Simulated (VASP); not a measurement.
The system is Si.

```
Si
1.0
     0.00000    2.71547    2.71547
     2.71547    0.00000    2.71547
     2.71547    2.71547    0.00000
Si
2
Direct
  0.00000 0.00000 0.00000
  0.25000 0.25000 0.25000
```

* Program: VASP 6.6.1
* Task: relaxation of cell and atoms
* Functional: PBE
* Potentials or basis: VASP PAW PBE potentials, release 64 (Si)
* Cutoff: 350 eV
* k mesh: 10 × 10 × 10
* Occupations: gaussian, width 0.02 eV
* Spin: no spin polarisation

At the start: pressure 1.9 GPa; volume 20.02 Å³/atom.

Question: Where does the relaxation end?

Answer: Over 3 steps the energy falls by 2.3 meV/atom and the volume is 20.43 Å³/atom (+2.0 %); space group Fd-3m (No. 227, to 0.05 Å).

Step by step:
| step | energy change (eV) | largest force (eV/Å) | pressure (GPa) | volume (Å³) |
| --- | --- | --- | --- | --- |
| 1 | 0.0000 | 0.0000 | 1.88 | 40.05 |
| 2 | -0.0026 | 0.0000 | -1.19 | 41.43 |
| 3 | -0.0047 | 0.0000 | 0.01 | 40.86 |

Final structure:
```
CELL_PARAMETERS angstrom
0.00000 2.73375 2.73375
2.73375 0.00000 2.73375
2.73375 2.73375 0.00000
ATOMIC_POSITIONS crystal
Si 0.00000 0.00000 0.00000
Si 0.25000 0.25000 0.25000
```
